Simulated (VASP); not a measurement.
An input for Ansatz (written as the equivalent of a VASP run, and not itself run):

Ansatz 0.2 input:
```yaml
crystal:
  lattice:
    - [0.0000000, 2.9350000, 2.9350000]
    - [2.9350000, 0.0000000, 2.9350000]
    - [2.9350000, 2.9350000, 0.0000000]
  atoms:
    - { symbol: In, position: [0.0000000, 0.0000000, 0.0000000] }
    - { symbol: P, position: [0.2500000, 0.2500000, 0.2500000] }
kpoints:
  mp_grid: { grid: [7, 7, 7] }
hamiltonian:
  xc: lda
  pseudopotentials: { kind: paw }
scf:
  occupations: { method: fermi_dirac, width: 0.02 }
  max_iter: 100
output: { forces: true, stress: true, eigenvalues: true }
```

Write the VASP files for the same calculation (LDA).

One answer among several that fit: 
### INCAR
```
ALGO  =  Normal
EDIFF  =  1E-6
ENCUT  =  300
ISIF  =  2
ISMEAR  =  -1
LASPH  =  .TRUE.
LCHARG  =  .FALSE.
LMAXMIX  =  4
LREAL  =  .FALSE.
LWAVE  =  .FALSE.
NELM  =  100
PREC  =  Accurate
SIGMA  =  0.02
SYSTEM  =  InP
```

KPOINTS:
```
Regular mesh
0
G
  7 7 7
```

File POSCAR:
```
InP
1
    0.0000000000     2.9350000000     2.9350000000
    2.9350000000     0.0000000000     2.9350000000
    2.9350000000     2.9350000000     0.0000000000
In P
1 1
Direct
  0.0000000000   0.0000000000   0.0000000000
  0.2500000000   0.2500000000   0.2500000000
```

POTCAR, in this order: In_d P (LDA.64 set). Program: vasp_std.

What does not carry over: each code has its own PAW files, so the cut-off isn't converted (ENCUT is set for VASP's; basis.ecutwfc is left out, and Ansatz then takes the one that its files recommend); Ansatz stops its SCF on the density residual and VASP on the energy change (EDIFF); Ansatz's lda is the Perdew-Wang form, while the LDA potentials of VASP carry Perdew-Zunger's.

The structure is a typed InP crystal (F-43m). The cell was not relaxed at this level.
